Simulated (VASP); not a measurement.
The input files of a VASP run:

**KPOINTS**
```
kpoints
0
G
  17 17 17
0 0 0
```

**INCAR**
```
# general
SYSTEM =Rh
PREC   =Accurate
ENCUT  =500   # plane-wave cut-off (eV)
LREAL  =F   # projection in real space or not
LASPH  =T

# electronic loop
EDIFF  =1E-6   # SCF stop (eV)
NELM   =100
ALGO   =Normal
LMAXMIX=4

# smearing
ISMEAR =1
SIGMA  =0.1   # width (eV)

# ions
IBRION =2   # conjugate gradients
NSW    =40   # most ionic steps
ISIF   =3   # ions, shape and volume
EDIFFG =-0.02
PSTRESS=100   # kbar

# output
LWAVE  =F
LCHARG =F
```

### POSCAR
```
Rh
1
    0.0000000000     1.8692011754     1.8692011754
    1.8692011754     0.0000000000     1.8692011754
    1.8692011754     1.8692011754     0.0000000000
Rh
1
Direct
  0.0000000000   0.0000000000   0.0000000000
```

POTCAR, in this order: Rh_pv (LDA.64 set). Program: vasp_std.

Problem. Write an equivalent input for Ansatz.

Solution. One equivalent input (not run):
Ansatz 0.2 input:
```yaml
crystal:
  lattice:
    - [0.0000000, 1.8692012, 1.8692012]
    - [1.8692012, 0.0000000, 1.8692012]
    - [1.8692012, 1.8692012, 0.0000000]
  atoms:
    - { symbol: Rh, position: [0.0000000, 0.0000000, 0.0000000] }
kpoints:
  mp_grid: { grid: [17, 17, 17] }
hamiltonian:
  xc: lda
  pseudopotentials: { kind: paw }
scf:
  occupations: { method: methfessel_paxton, width: 0.1 }
  max_iter: 100
relax:
  max_steps: 40
  f_tol: 0.02
  cell: { p_target: 10 }
output: { forces: true, stress: true, eigenvalues: true }
```
Limits of the translation: each code has its own PAW files, so the cut-off isn't converted (ENCUT is set for VASP's; basis.ecutwfc is left out, and Ansatz then takes the one that its files recommend); Ansatz stops its SCF on the density residual and VASP on the energy change (EDIFF); Ansatz's lda is the Perdew-Wang form, while the LDA potentials of VASP carry Perdew-Zunger's.

The compound is Rh in the fcc structure. This run relaxes it under an external pressure of 10 GPa. Symmetry was kept, so distortions that lower it aren't found.
